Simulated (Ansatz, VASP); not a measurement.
# One calculation of LaS, two programs

```
CELL_PARAMETERS angstrom
0.00000 2.88397 2.88397
2.88397 0.00000 2.88397
2.88397 2.88397 0.00000
ATOMIC_POSITIONS crystal
La 0.00000 0.00000 0.00000
S 0.50000 0.50000 0.50000
```

Alike in both runs: functional LDA; k mesh 10 × 10 × 10; no spin polarisation.

Ansatz relaxed the structure, and its values are those at the end. VASP's run is a single point on that final structure, the one shown.

```csv
,VASP,Ansatz
version,VASP 6.6.1,Ansatz 0.2.0
potentials or method,"VASP PAW LDA potentials, release 64 (La, S)","plane waves, PAW"
plane-wave cutoff (eV),520,422
occupations,"methfessel-paxton of order 1, width 0.1 eV",methfessel-paxton of order 1
valence electrons in the cell,17,17
```

VASP gave:

```
gap on the k mesh at the Fermi level (eV) : none
pressure (GPa)                            : -0.1
```

**Question.** What did Ansatz give for the same quantities?

**Answer.** gap on the k mesh at the Fermi level (eV): none; pressure (GPa): 0.0.

A gap of «none» marks a metal or a gap that the smearing closes. Ansatz warned: «symmetry_narrowed_by_cell_relaxation».

The runs have no spin-orbit coupling, so splittings on La are missing.
